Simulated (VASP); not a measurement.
Input:

```xyz
1
Lattice="-3.0020 3.0020 3.0020 3.0020 -3.0020 3.0020 3.0020 3.0020 -3.0020" Properties=species:S:1:pos:R:3 pbc="T T T"
Cs     0.0000     0.0000     0.0000
```

All values below come from PBEsol GGA with spin-orbit coupling, VASP's PBE PAW potentials (set 64) (plane waves; VASP). Settings: 400 eV cut-off, 8×8×8 Γ-centred mesh, Gaussian smearing of 0.050 eV, potentials Cs_sv.

Q: Give the energies of bands 9 to 15 at the high-symmetry points, in eV from the Fermi level.

A: 
```
band      Γ     H      N     P
----  -----  ----  -----  ----
9     -1.76  0.59  -0.01  0.91
10    -1.76  0.59  -0.01  0.91
11     2.50  0.59   0.93  1.04
12     2.50  0.59   0.93  1.04
13     2.50  2.95   1.62  1.04
14     2.50  2.95   1.62  1.04
15     2.55  3.25   3.29  2.53
```

It has no gap at this level: it comes out as a metal or semimetal.

The compound is Cs in the bcc structure. It was relaxed first.
